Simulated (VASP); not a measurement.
Calculation: PBE GGA, VASP's PBE PAW potentials (set 64) (plane waves; VASP).

The input files of a VASP run:

**POSCAR**
```
TiSb
1.0
  4.1682890000   0.0000000000   0.0000000000
  0.0000000000   4.1682890000   0.0000000000
  0.0000000000   0.0000000000   7.3395510000
Ti Sb
2 2
direct
 -0.0084870000   0.5011500000  -0.0012480000
  0.4961210000  -0.0131790000   0.5038790000
 -0.0080990000   0.0094910000   0.2516890000
  0.0204660000   0.0025380000   0.7456810000
```

INCAR:
```
SYSTEM = TiSb
PREC = Accurate
ENCUT = 300
EDIFF = 1E-6
NELM = 100
ALGO = Normal
LREAL = .FALSE.
LASPH = .TRUE.
ISMEAR = 0
SIGMA = 0.2
GGA = PE
LMAXMIX = 4
LWAVE = .FALSE.
LCHARG = .FALSE.
ISIF = 2
```

KPOINTS:
```
Automatic mesh
0
Gamma
4 4 3
0 0 0
```

POTCAR, in this order: Ti_sv Sb (PBE.64 set). Program: vasp_std.

The run wrote:

File OUTCAR:
```
 ion  position               nearest neighbor table
   1  0.992  0.501  0.999-   3 2.77   4 2.79   4 2.80   3 2.82
   2  0.496  0.987  0.504-   4 2.66   3 2.78   3 2.80   4 2.82
   3  0.992  0.009  0.252-   1 2.77   2 2.78   2 2.80   1 2.82   4 3.63   4 3.72
   4  0.020  0.003  0.746-   2 2.66   1 2.79   1 2.80   2 2.82   3 3.63   3 3.72
  LATTYP: Found a simple tetragonal cell.
 ALAT       =     4.1682890000
 C/A-ratio  =     1.7608066523
 Subroutine PRICEL returns:
 Original cell was already a primitive cell.
 Subroutine GETGRP returns: Found  1 space group operations
The static configuration has the point symmetry C_1 .
The dynamic configuration has the point symmetry C_1 .
 Subroutine INISYM returns: Found  1 space group operations
 Subroutine IBZKPT returns following result:
 Found     26 irreducible k-points:

 Following reciprocal coordinates:
            Coordinates               Weight
  0.000000  0.000000  0.000000      1.000000
  0.250000  0.000000  0.000000      2.000000
  0.000000  0.250000  0.000000      2.000000
  0.500000  0.000000  0.000000      1.000000
  0.000000  0.500000  0.000000      1.000000
  0.250000  0.250000  0.000000      2.000000
 -0.250000  0.250000  0.000000      2.000000
  0.500000  0.250000  0.000000      2.000000
 -0.250000  0.500000  0.000000      2.000000
  0.500000  0.500000  0.000000      1.000000
  0.000000  0.000000  0.333333      2.000000
  0.250000  0.000000  0.333333      2.000000
  0.000000  0.250000  0.333333      2.000000
 -0.250000  0.000000  0.333333      2.000000
  0.000000 -0.250000  0.333333      2.000000
  0.500000  0.000000  0.333333      2.000000
  0.000000  0.500000  0.333333      2.000000
  0.250000  0.250000  0.333333      2.000000
 -0.250000  0.250000  0.333333      2.000000
 -0.250000 -0.250000  0.333333      2.000000
  0.250000 -0.250000  0.333333      2.000000
  0.500000  0.250000  0.333333      2.000000
 -0.250000  0.500000  0.333333      2.000000
  0.500000 -0.250000  0.333333      2.000000
  0.250000  0.500000  0.333333      2.000000
  0.500000  0.500000  0.333333      2.000000
   k-points           NKPTS =     26   k-points in BZ     NKDIM =     26   number of bands    NBANDS=     21
   number of dos      NEDOS =    301   number of ions     NIONS =      4
   total plane-waves  NPLWV =  24192
   dimension x,y,z NGX =    24 NGY =   24 NGZ =   42
   dimension x,y,z NGXF=    48 NGYF=   48 NGZF=   84
   ions per type =               2   2
   PREC   = accura    normal or accurate (medium, high low for compatibility)
   ISTART =      0    job   : 0-new  1-cont  2-samecut
   ICHARG =      2    charge: 1-file 2-atom 10-const
   ISPIN  =      1    spin polarized calculation?
   LNONCOLLINEAR =      F non collinear calculations
   LSORBIT =      F    spin-orbit coupling
   INIWAV =      1    electr: 0-lowe 1-rand  2-diag
   ENCUT  =  300.0 eV  22.05 Ry    4.70 a.u.   5.89  5.89 10.37*2*pi/ulx,y,z
   NELM   =    100;   NELMIN=  2; NELMDL= -5     # of ELM steps
   EDIFF  = 0.1E-05   stopping-criterion for ELM
   LREAL  =      F    real-space projection
   NLSPLINE    = F    spline interpolate recip. space projectors
   LMAXMIX     =    4 max onsite mixed and CHGCAR
   VOSKOWN=      0    Vosko Wilk Nusair interpolation
   EDIFFG = 0.1E-04   stopping-criterion for IOM
   NSW    =      0    number of steps for IOM
   NBLOCK =      1;   KBLOCK =      1    inner block; outer block
   IBRION =     -1    ionic relax: 0-MD 1-quasi-New 2-CG
   NFREE  =      0    steps in history (QN), initial steepest desc. (CG)
   ISIF   =      2    stress and relaxation
   ISYM   =      2    0-nonsym 1-usesym 2-fastsym
   TEIN   =    0.0    initial temperature
   TEBEG  =    0.0;   TEEND  =   0.0 temperature during run
   SMASS  =  -3.00    Nose mass-parameter (am)
...
```

File OSZICAR:
```
       N       E                     dE             d eps       ncg     rms          rms(c)
DAV:   1     0.258787505939E+03    0.25879E+03   -0.12828E+04  1284   0.107E+03
DAV:   2     0.927540474709E+01   -0.24951E+03   -0.24347E+03  1217   0.358E+02
DAV:   3    -0.229932410257E+02   -0.32269E+02   -0.31881E+02  1934   0.111E+02
DAV:   4    -0.262927059258E+02   -0.32995E+01   -0.32688E+01  1534   0.306E+01
DAV:   5    -0.266147470980E+02   -0.32204E+00   -0.32045E+00  1652   0.776E+00    0.133E+01
DAV:   6    -0.238323792387E+02    0.27824E+01   -0.77104E+01  1504   0.503E+01    0.128E+01
DAV:   7    -0.229053193429E+02    0.92706E+00   -0.42339E+01  1598   0.338E+01    0.101E+01
DAV:   8    -0.218723554313E+02    0.10330E+01   -0.55318E+00  1759   0.106E+01    0.391E+00
DAV:   9    -0.218253132999E+02    0.47042E-01   -0.50048E+00  1629   0.109E+01    0.342E+00
DAV:  10    -0.216888561187E+02    0.13646E+00   -0.22384E+00  1513   0.803E+00    0.106E+00
DAV:  11    -0.216780844794E+02    0.10772E-01   -0.13454E-01  1566   0.189E+00    0.312E-01
DAV:  12    -0.216784689825E+02   -0.38450E-03   -0.95787E-03  1573   0.399E-01    0.196E-01
DAV:  13    -0.216783350694E+02    0.13391E-03   -0.36644E-03  1638   0.313E-01    0.479E-02
DAV:  14    -0.216783642785E+02   -0.29209E-04   -0.64692E-04  1854   0.887E-02    0.162E-02
DAV:  15    -0.216783897153E+02   -0.25437E-04   -0.23066E-04  1286   0.206E-02    0.673E-03
DAV:  16    -0.216784023934E+02   -0.12678E-04   -0.11687E-04  1206   0.125E-02    0.264E-03
DAV:  17    -0.216784085250E+02   -0.61316E-05   -0.61057E-05   944   0.692E-03    0.175E-03
DAV:  18    -0.216784134489E+02   -0.49239E-05   -0.50102E-05   921   0.420E-03    0.691E-04
DAV:  19    -0.216784159291E+02   -0.24802E-05   -0.24994E-05   906   0.293E-03    0.508E-04
DAV:  20    -0.216784175149E+02   -0.15858E-05   -0.16008E-05   901   0.246E-03    0.374E-04
DAV:  21    -0.216784183982E+02   -0.88326E-06   -0.89312E-06   881   0.123E-03
   1 F= -.21678418E+02 E0= -.21590150E+02  d E =-.176536E+00
```

File OUTCAR:
```
------------------------ aborting loop because EDIFF is reached ----------------------------------------
  FORCE on cell =-STRESS in cart. coord.  units (eV):
  Direction    XX          YY          ZZ          XY          YZ          ZX
  --------------------------------------------------------------------------------------
  Total       -1.6397141     -2.5807970     -0.0930147     -0.0157217     -0.2113084     -1.1156522
  in kB      -20.6012502    -32.4249483     -1.1686300     -0.1975264     -2.6548638    -14.0169736
  external PRESSURE =     -18.0649428 kB  Pullay stress =       0.0000000 kB
  volume of cell :      127.52
      direct lattice vectors                 reciprocal lattice vectors
     4.168289000  0.000000000  0.000000000     0.239906590  0.000000000  0.000000000
     0.000000000  4.168289000  0.000000000     0.000000000  0.239906590  0.000000000
     0.000000000  0.000000000  7.339551000     0.000000000  0.000000000  0.136248117
 POSITION                                       TOTAL-FORCE (eV/Angst)
 -----------------------------------------------------------------------------------
      4.13291      2.08894      7.33039        -0.061904      0.098199      0.010498
      2.06798      4.11336      3.69825         0.290884     -0.113079     -0.270219
      4.13453      0.03956      1.84728         0.121553     -0.041084     -0.141255
      0.08531      0.01058      5.47296        -0.350533      0.055964      0.400977
 -----------------------------------------------------------------------------------
    total drift:                               -0.000770      0.000604     -0.000212
  FREE ENERGIE OF THE ION-ELECTRON SYSTEM (eV)
  ---------------------------------------------------
  free  energy   TOTEN  =       -21.6784183982 eV

  energy  without entropy=      -21.5018819294  energy(sigma->0) =      -21.59015016
```
(Selected blocks of OUTCAR.)

At this cut-off the stress carries a Pulay error, which pulls relaxed volumes low.

The structure was generated: TiSb was put into an ordered model structure, which need not be its known phase. The cell was not relaxed at this level, atoms are displaced from their ideal sites. The k-mesh is coarse (spacing up to 0.38 per Å, 2π included), so the numbers may not be converged in it.
